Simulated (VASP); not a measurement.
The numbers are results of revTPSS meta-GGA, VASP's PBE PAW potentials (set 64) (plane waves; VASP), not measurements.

VASP input:

**KPOINTS**
```
Automatic mesh
0
Gamma
9 9 9
0 0 0
```

### POSCAR
```
NiSi2
1
    0.0000000000     2.6949412397     2.6949412397
    2.6949412397    -0.0000000000     2.6949412397
    2.6949412397     2.6949412397     0.0000000000
Si Ni
2 1
Direct
  0.2500000000   0.2500000000   0.2500000000
  0.7500000000   0.7500000000   0.7500000000
  0.0000000000   0.0000000000   0.0000000000
```

### INCAR
```
SYSTEM = NiSi2
PREC = Accurate
ENCUT = 520
EDIFF = 1E-6
NELM = 100
ALGO = Normal
LREAL = .FALSE.
LASPH = .TRUE.
ISMEAR = 1
SIGMA = 0.1
METAGGA = RTPSS
LMIXTAU = .TRUE.
LMAXMIX = 4
LWAVE = .FALSE.
LCHARG = .FALSE.
IBRION = 2
ISIF = 3
NSW = 60
EDIFFG = -0.02
```

POTCAR, in this order: Si Ni (PBE.64 set). Program: vasp_std.

What VASP printed:

**OSZICAR**
```
       N       E                     dE             d eps       ncg     rms          rms(c)
DAV:   1     0.124845277276E+03    0.12485E+03   -0.99390E+03   934   0.193E+03
DAV:   2     0.122507485433E+02   -0.11259E+03   -0.10726E+03  1070   0.397E+02
DAV:   3     0.457235922524E+01   -0.76784E+01   -0.75008E+01  1170   0.120E+02
DAV:   4     0.429794195666E+01   -0.27442E+00   -0.27370E+00  1455   0.239E+01
DAV:   5     0.429234877731E+01   -0.55932E-02   -0.55914E-02  1248   0.330E+00    0.114E+01
DAV:   6    -0.164692967630E+02   -0.20762E+02   -0.43543E+01   910   0.859E+01    0.681E+00
DAV:   7    -0.168696594066E+02   -0.40036E+00   -0.50226E+00  1332   0.486E+01    0.758E+00
DAV:   8    -0.164380497648E+02    0.43161E+00   -0.31909E+00  1264   0.468E+01    0.285E+00
DAV:   9    -0.164003445702E+02    0.37705E-01   -0.31286E-01  1144   0.576E+00    0.174E+00
DAV:  10    -0.164190664853E+02   -0.18722E-01   -0.15453E-01  1212   0.874E+00    0.290E-01
DAV:  11    -0.164202212108E+02   -0.11547E-02   -0.20272E-02  1226   0.327E+00    0.516E-01
DAV:  12    -0.164204425199E+02   -0.22131E-03   -0.11111E-02  1214   0.236E+00    0.432E-02
DAV:  13    -0.164211567266E+02   -0.71421E-03   -0.17146E-03  1429   0.630E-01    0.133E-01
DAV:  14    -0.164211893461E+02   -0.32620E-04   -0.29939E-05  1115   0.593E-02    0.141E-01
DAV:  15    -0.164208161623E+02    0.37318E-03   -0.93336E-04  1131   0.800E-01    0.324E-02
DAV:  16    -0.164209664341E+02   -0.15027E-03   -0.16827E-04   965   0.149E-01    0.217E-02
DAV:  17    -0.164209818513E+02   -0.15417E-04   -0.54927E-06  1155   0.287E-02    0.225E-02
DAV:  18    -0.164209766158E+02    0.52355E-05   -0.67511E-06  1143   0.651E-02    0.125E-02
DAV:  19    -0.164209776758E+02   -0.10600E-05   -0.71957E-07   535   0.140E-02    0.986E-03
DAV:  20    -0.164209760797E+02    0.15961E-05   -0.22898E-07   525   0.103E-02    0.836E-03
DAV:  21    -0.164209765095E+02   -0.42983E-06   -0.84746E-08   510   0.450E-03
   1 F= -.16420977E+02 E0= -.16421050E+02  d E =-.164210E+02
       N       E                     dE             d eps       ncg     rms          rms(c)
DAV:   1    -0.164437530210E+02   -0.22777E-01   -0.21451E-01  1000   0.103E+01    0.150E+00
DAV:   2    -0.164948309983E+02   -0.51078E-01   -0.54010E-01  1071   0.194E+01    0.236E+00
DAV:   3    -0.164214153244E+02    0.73416E-01   -0.24711E-01  1081   0.139E+01    0.242E-01
DAV:   4    -0.164211763549E+02    0.23897E-03   -0.61579E-03   980   0.643E-01    0.109E-01
DAV:   5    -0.164211259625E+02    0.50392E-04   -0.21635E-04  1179   0.340E-01    0.457E-02
DAV:   6    -0.164210921937E+02    0.33769E-04   -0.21702E-04  1206   0.372E-01    0.418E-02
DAV:   7    -0.164211205048E+02   -0.28311E-04   -0.21373E-04  1135   0.358E-01    0.245E-02
DAV:   8    -0.164211196094E+02    0.89546E-06   -0.82247E-06  1092   0.655E-02
   2 F= -.16421120E+02 E0= -.16421125E+02  d E =-.143100E-03
```

### OUTCAR
```
------------------------ aborting loop because EDIFF is reached ----------------------------------------
  FORCE on cell =-STRESS in cart. coord.  units (eV):
  Direction    XX          YY          ZZ          XY          YZ          ZX
  --------------------------------------------------------------------------------------
  Total        0.0294491      0.0294491      0.0294491      0.0000000      0.0000000      0.0000000
  in kB        1.2165530      1.2165530      1.2165530      0.0000000      0.0000000      0.0000000
  external PRESSURE =       1.2165530 kB  Pullay stress =       0.0000000 kB
  volume of cell :       38.78
      direct lattice vectors                 reciprocal lattice vectors
    -0.000000000  2.686626055  2.686626055    -0.186107032  0.186107032  0.186107032
     2.686626055 -0.000000000  2.686626055     0.186107032 -0.186107032  0.186107032
     2.686626055  2.686626055  0.000000000     0.186107032  0.186107032 -0.186107032
 POSITION                                       TOTAL-FORCE (eV/Angst)
 -----------------------------------------------------------------------------------
      1.34331      1.34331      1.34331        -0.000000     -0.000000     -0.000000
      4.02994      4.02994      4.02994         0.000000      0.000000      0.000000
      2.68663     -0.00000      2.68663        -0.000000     -0.000000     -0.000000
 -----------------------------------------------------------------------------------
    total drift:                               -0.000000     -0.000000     -0.000000
  FREE ENERGIE OF THE ION-ELECTRON SYSTEM (eV)
  ---------------------------------------------------
  free  energy   TOTEN  =       -16.4211196094 eV

  energy  without entropy=      -16.4211355721  energy(sigma->0) =      -16.42112493

 reached required accuracy - stopping structural energy minimisation
```
(Selected blocks of OUTCAR.)

CONTCAR:
```
NiSi2
   1.00000000000000
    -0.0000000000000000    2.6866260554767392    2.6866260554767392
     2.6866260554767392   -0.0000000000000000    2.6866260554767392
     2.6866260554767392    2.6866260554767392    0.0000000000000000
  Si              Ni
     2     1
Direct
     0.2500000000000000    0.2500000000000000    0.2500000000000000
     0.7500000000000000    0.7500000000000000    0.7500000000000000
     0.0000000000000000    1.0000000000000000    0.0000000000000000
```

The compound is NiSi2 in the fluorite structure. This run relaxes it. Symmetry was kept, so distortions that lower it aren't found. The start is the result of an earlier pass. The run is not spin-polarised, so no magnetic state was tried.
